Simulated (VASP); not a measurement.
All values below come from LDA (Ceperley-Alder, Perdew-Zunger), VASP's LDA PAW potentials (set 64) (plane waves; VASP).

VASP ran on this input.

**KPOINTS**
```
k-points along high-symmetry lines
10
Line-mode
Reciprocal
  0.000000   0.000000   0.000000 ! GAMMA
  0.000000   0.500000   0.000000 ! X

  0.000000   0.500000   0.000000 ! X
  0.500000   0.500000   0.000000 ! M

  0.500000   0.500000   0.000000 ! M
  0.000000   0.000000   0.000000 ! GAMMA

  0.000000   0.000000   0.000000 ! GAMMA
  0.000000   0.000000   0.500000 ! Z

  0.000000   0.000000   0.500000 ! Z
  0.000000   0.500000   0.500000 ! R

  0.000000   0.500000   0.500000 ! R
  0.500000   0.500000   0.500000 ! A

  0.500000   0.500000   0.500000 ! A
  0.000000   0.000000   0.500000 ! Z

  0.000000   0.500000   0.000000 ! X
  0.000000   0.500000   0.500000 ! R

  0.500000   0.500000   0.000000 ! M
  0.500000   0.500000   0.500000 ! A
```

**INCAR**
```
ICHARG=11
LORBIT=11
ENCUT=520
PREC=Accurate
SIGMA=0.05
LCHARG=.False.
ISMEAR=0   ! Gaussian
ALGO=Normal
SYSTEM=TiAl
LWAVE=.False.
LASPH=.True.   ! aspherical one-centre terms
EDIFF=1E-7   ! SCF stop (eV)
NELM=100
LREAL=.False.
LMAXMIX=4   ! l cut-off of mixed one-centre charges
```

File POSCAR:
```
TiAl
7.9770650
  0.3474918479   0.0000000000   0.0000000000
  0.0000000000   0.3474918479   0.0000000000
  0.0000000000   0.0000000000   0.4999999797
Ti Al
1 1
direct
  0.0000000000   0.0000000000   0.0000000000
  0.5000000000   0.5000000000   0.5000000000
```

POTCAR, in this order: Ti_sv Al (LDA.64 set). Program: vasp_std. Read from the step before: CHGCAR.

Output

File OSZICAR:
```
       N       E                     dE             d eps       ncg     rms          rms(c)
DAV:   1     0.926037840401E+02    0.92604E+02   -0.77182E+03  1980   0.141E+03
DAV:   2    -0.768296573509E+01   -0.10029E+03   -0.97154E+02  2016   0.337E+02
DAV:   3    -0.135583911468E+02   -0.58754E+01   -0.56422E+01  3090   0.795E+01
DAV:   4    -0.137578618728E+02   -0.19947E+00   -0.19216E+00  2438   0.124E+01
DAV:   5    -0.137659586749E+02   -0.80968E-02   -0.80938E-02  2896   0.222E+00
DAV:   6    -0.137661046831E+02   -0.14601E-03   -0.14601E-03  2442   0.242E-01
DAV:   7    -0.137661086556E+02   -0.39725E-05   -0.39730E-05  2953   0.345E-02
DAV:   8    -0.137661087198E+02   -0.64164E-07   -0.63478E-07  2420   0.363E-03
   1 F= -.13766109E+02 E0= -.13764131E+02  d E =-.395546E-02
```

### OUTCAR
```
 val. band max:        8.4409803882   @ k =   0.2222   0.2222   0.0000

 cond. band min:       8.4598909223   @ k =   0.4444   0.5000   0.0000



 k-point     1 :       0.0000    0.0000    0.0000
  band No.  band energies     occupation
      1     -47.1301      2.00000
      2     -23.9191      2.00000
      3     -23.4226      2.00000
      4     -23.4226      2.00000
      5      -0.5458      2.00000
      6       6.7152      2.00000
      7       7.7672      2.00000
      8       8.4753      0.55914
      9      10.9502      0.00000
     10      10.9502      0.00000
     11      12.1407      0.00000

 k-point     2 :       0.0000    0.0556    0.0000
  band No.  band energies     occupation
      1     -47.1278      2.00000
      2     -23.9169      2.00000
      3     -23.4408      2.00000
      4     -23.4211      2.00000
      5      -0.4824      2.00000
      6       6.7682      2.00000
      7       7.7944      2.00000
      8       8.4054      1.83685
      9      10.9614      0.00000
     10      11.0307      0.00000
     11      12.0743      0.00000

 k-point     3 :       0.0000    0.1111    0.0000
  band No.  band energies     occupation
      1     -47.1212      2.00000
      2     -23.9106      2.00000
      3     -23.4930      2.00000
      4     -23.4166      2.00000
      5      -0.2933      2.00000
      6       6.9183      2.00000
      7       7.8644      2.00000
      8       8.2196      2.00000
      9      10.9940      0.00000
     10      11.2523      0.00000
     11      11.8915      0.00000

 k-point     4 :       0.0000    0.1667    0.0000
  band No.  band energies     occupation
      1     -47.1111      2.00000
      2     -23.9009      2.00000
      3     -23.5724      2.00000
      4     -23.4096      2.00000
      5       0.0179      2.00000
      6       7.1395      2.00000
      7       7.9331      2.00000
      8       7.9671      2.00000
      9      11.0445      0.00000
     10      11.5781      0.00000
...
```

The density is held fixed in this step, so its total energy and stress have no physical meaning.

The compound is TiAl in the L1_0 structure. It was relaxed first, which changed the volume by -6 %. The electron count is odd and the run is not spin-polarised, which forces a metal.
